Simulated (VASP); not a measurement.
# From VASP inputs to Ansatz: KMgI$_{3}$ (cubic perovskite)

INCAR

```
IBRION = -1
GGA = PE
LASPH = .TRUE.
ENCUT = 520
LCHARG = .FALSE.
EDIFF = 1E-7
NSW = 0
SIGMA = 0.02
NBANDS = 24
ISMEAR = -1
PREC = Accurate
LWAVE = .FALSE.
NELM = 120
ISIF = 2
LREAL = .FALSE.
```

KPOINTS

```
KPOINTS created by Atomic Simulation Environment
0
Gamma
4 4 4
0 0 0
```

KPOINTS_OPT

```
special points
4
Reciprocal
0.0000000000 0.0000000000 0.0000000000 1
0.0000000000 0.5000000000 0.0000000000 1
0.5000000000 0.5000000000 0.0000000000 1
0.5000000000 0.5000000000 0.5000000000 1
```

POSCAR

```
K  Mg I
 1.0000000000000000
     5.8138566057811820   -0.0000000000000000    0.0000000000000000
    -0.0000000000000000    5.8138566057811820    0.0000000000000000
    -0.0000000000000000    0.0000000000000000    5.8138566057811820
 K   Mg  I
   1   1   3
Cartesian
 -0.0000000000000000 -0.0000000000000000  0.0000000000000000
  2.9069283028905910  2.9069283028905910  2.9069283028905910
  2.9069283028905910  2.9069283028905910  0.0000000000000000
  2.9069283028905910 -0.0000000000000000  2.9069283028905910
 -0.0000000000000000  2.9069283028905910  2.9069283028905910
```

VASP ran with the recommended PBE PAW datasets (32 valence electrons in the cell).

Q: Translate these files to an Ansatz input.

A: 

```yaml
crystal:
  lattice:
    - [5.8138566058, 0.0, 0.0]
    - [0.0, 5.8138566058, 0.0]
    - [0.0, 0.0, 5.8138566058]
  atoms:
    - { symbol: K, position: [0.0, 0.0, 0.0] }
    - { symbol: Mg, position: [0.5, 0.5, 0.5] }
    - { symbol: I, position: [0.5, 0.5, 0.0] }
    - { symbol: I, position: [0.5, 0.0, 0.5] }
    - { symbol: I, position: [0.0, 0.5, 0.5] }
kpoints:
  mp_grid: { grid: [4, 4, 4] }
  band_path:
    path: [[0.0, 0.0, 0.0], [0.0, 0.5, 0.0], [0.5, 0.5, 0.0], [0.5, 0.5, 0.5]]
    npoints: 1
hamiltonian:
  xc: pbe
scf:
  occupations: { method: fermi_dirac, width: 0.02 }
  n_extra_bands: 5
output:
  forces: true
  stress: true
  eigenvalues: true
```

Other inputs would serve too.

```csv
,VASP,Ansatz
gap between bands v and c,1.21 eV,1.23 eV
least direct gap,1.71 eV,1.73 eV
pressure,0.4 GPa,0.4 GPa
```

The two codes use different PAW datasets and cutoffs. VASP's cell holds 32 valence electrons and Ansatz's 70. Ansatz's stress includes a Pulay correction; VASP's doesn't.
